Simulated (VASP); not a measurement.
Here is the system:

```xyz
1
Lattice="0.0000 2.5691 2.5691 2.5691 0.0000 2.5691 2.5691 2.5691 0.0000" Properties=species:S:1:pos:R:3 pbc="T T T"
Sm     0.0000     0.0000     0.0000
```

The numbers are results of r2SCAN meta-GGA, VASP's PBE PAW potentials (set 64) (plane waves; VASP 6.6.1), not measurements. Settings: 400 eV cut-off, 14×14×14 Γ-centred mesh, tetrahedra with Blöchl corrections, potentials Sm_3.

The 4f electrons are frozen in the core of the lanthanide potential, so 4f levels, which can set the real gap, and their magnetism are missing.

Q: Give the energies of bands 5 to 8 at the high-symmetry points, in eV from the Fermi level.

A: 
```csv
band,Γ,X,U,L,W
5,-4.53,-2.09,-1.26,-2.08,-0.92
6,1.81,-1.26,-0.52,1.53,0.39
7,1.81,3.23,1.57,1.59,0.39
8,1.81,6.01,4.00,1.59,2.91
```

It has no gap at this level: it comes out as a metal or semimetal.

The structure was generated: Sm was put into the fcc type (Fm-3m), which need not be its known phase. It was relaxed first.
